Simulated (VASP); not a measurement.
```
Cr
1.0
    2.85392     0.00000     0.00000
    0.00000     2.85392     0.00000
    0.00000     0.00000     2.85392
Cr
2
Cartesian
  0.00000   0.00000   0.00000
  1.42696   1.42696   1.42696
```
Starting moments (μB, in the order of the record's atoms Cr Cr): 0.7 -0.7.

Level of theory: PW91 GGA, VASP's PBE PAW potentials (set 64) (plane waves; VASP 6.6.1). Run with 520 eV cut-off, 14×14×14 Γ-centred mesh, tetrahedra with Blöchl corrections, potentials Cr_pv.

**Question.** Predict the cell moment, energy per atom (σ→0), band gap (on the k-mesh) with the smallest direct gap where there is one.

**Answer.** 
band gap (on the k-mesh): none (metal, semimetal or under 0.01 eV)
cell moment: 0.00 μB
energy per atom (σ→0): -9.481 eV/atom

**Question.** Give the moment on each site (PAW-sphere projection).

**Answer.** 
```tsv
site	moment (μB)
Cr1	0.72
Cr2	-0.72
```

The compound is Cr in the bcc, AFM order structure. It was relaxed first.
